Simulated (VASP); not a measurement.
VASP runs on Fe (bcc) share one base input (PBE GGA, plane waves, VASP's PBE PAW potentials (set 64)) and change the settings named in each case.

### POSCAR
```
Fe
1
   -1.4350000000     1.4350000000     1.4350000000
    1.4350000000    -1.4350000000     1.4350000000
    1.4350000000     1.4350000000    -1.4350000000
Fe
1
Direct
  0.0000000000   0.0000000000   0.0000000000
```

**KPOINTS**
```
kpoints
0
G
  16 16 16
```

INCAR:
```
ALGO = Normal   # blocked Davidson
LCHARG = .FALSE.
GGA = PE
LMAXMIX = 4   # l cut-off of mixed one-centre charges
LASPH = .TRUE.   # aspherical one-centre terms
MAGMOM = 2.5
LORBIT = 10
LWAVE = .FALSE.
SYSTEM = Fe
SIGMA = 0.1   # width (eV)
ENCUT = 400   # plane-wave cut-off (eV)
PREC = Accurate
ISIF = 2
ISMEAR = 1
EDIFF = 1E-6   # SCF stop (eV)
NELM = 100
ISPIN = 2   # spin-polarised
LREAL = .FALSE.
```

POTCAR, in this order: Fe (PBE.64 set). Program: vasp_std.

```json
[
 {"change": "base run", "E(σ→0) (eV/atom)": "-8.2314", "pressure (GPa)": "-7.19", "moment (μB)": "2.27", "−TS (eV)": "0.0003"},
 {"change": "GGA = AM", "E(σ→0) (eV/atom)": "-8.6169", "pressure (GPa)": "-16.33", "moment (μB)": "2.28", "−TS (eV)": "0.0003"},
 {"change": "GGA = 91", "E(σ→0) (eV/atom)": "-8.1420", "pressure (GPa)": "-7.43", "moment (μB)": "2.26", "−TS (eV)": "0.0002"},
 {"change": "IVDW = 13", "E(σ→0) (eV/atom)": "-8.5712", "pressure (GPa)": "-11.61", "moment (μB)": "2.27", "−TS (eV)": "0.0003"},
 {"change": "GGA = PS", "E(σ→0) (eV/atom)": "-8.8659", "pressure (GPa)": "[?]", "moment (μB)": "2.28", "−TS (eV)": "[?]"},
 {"change": "GGA = RE", "E(σ→0) (eV/atom)": "-7.8559", "pressure (GPa)": "-3.36", "moment (μB)": "2.28", "−TS (eV)": "0.0002"},
 {"change": "GGA removed, LMIXTAU = .TRUE., METAGGA = R2SCAN", "E(σ→0) (eV/atom)": "-14.3560", "pressure (GPa)": "[?]", "moment (μB)": "[?]", "−TS (eV)": "[?]"}
]
```

**Question.** Complete the blanks.

**Answer.** 
- GGA removed, LMIXTAU = .TRUE., METAGGA = R2SCAN, pressure (GPa): -2.34
- GGA removed, LMIXTAU = .TRUE., METAGGA = R2SCAN, moment (μB): 2.63
- GGA removed, LMIXTAU = .TRUE., METAGGA = R2SCAN, −TS (eV): -0.0005
- GGA = PS, pressure (GPa): -15.81
- GGA = PS, −TS (eV): 0.0005

Energies of different potentials or functionals have different zeros.

Left out are runs that ran out of time, are held back, or changed the cell or the kind of run, fixed moments of cells without a moment, rows past the twelfth, gaps on odd meshes, pressures of charged cells and columns that move by less than the noise.

The compound is Fe in the bcc structure. The cell was not relaxed at this level. The spin order is the one that the start imposed; others were not tried in this run.
